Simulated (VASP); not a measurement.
Here is the system:

```yaml
crystal:
  lattice:
    - [2.04101, -3.53513, 0.00000]
    - [2.04101, 3.53513, 0.00000]
    - [0.00000, 0.00000, 6.63116]
  atoms:
    - { symbol: Cd, position: [0.66667, 0.33333, 0.50002] }
    - { symbol: Cd, position: [0.33333, 0.66667, 0.00002] }
    - { symbol: S, position: [0.66667, 0.33333, 0.87698] }
    - { symbol: S, position: [0.33333, 0.66667, 0.37698] }
```

Level of theory: LDA (Ceperley-Alder, Perdew-Zunger), VASP's LDA PAW potentials (set 64) (plane waves; VASP). Numerical set-up: 400 eV cut-off, 7×7×4 Γ-centred mesh, tetrahedra with Blöchl corrections, potentials Cd S.

The cores are frozen, which limits the accuracy of field gradients.

Give the principal components of the electric field gradient (V/Å²) and the asymmetry η at each nucleus.

| atom | Vxx | Vyy | Vzz | η |
|---|---|---|---|---|
| Cd1 | -1.8 | -1.8 | 3.7 | 0.00 |
| Cd2 | -1.8 | -1.8 | 3.7 | 0.00 |
| S3 | 0.3 | 0.3 | -0.5 | 0.00 |
| S4 | 0.3 | 0.3 | -0.5 | 0.00 |

The compound is CdS in the wurtzite structure. It was relaxed first.
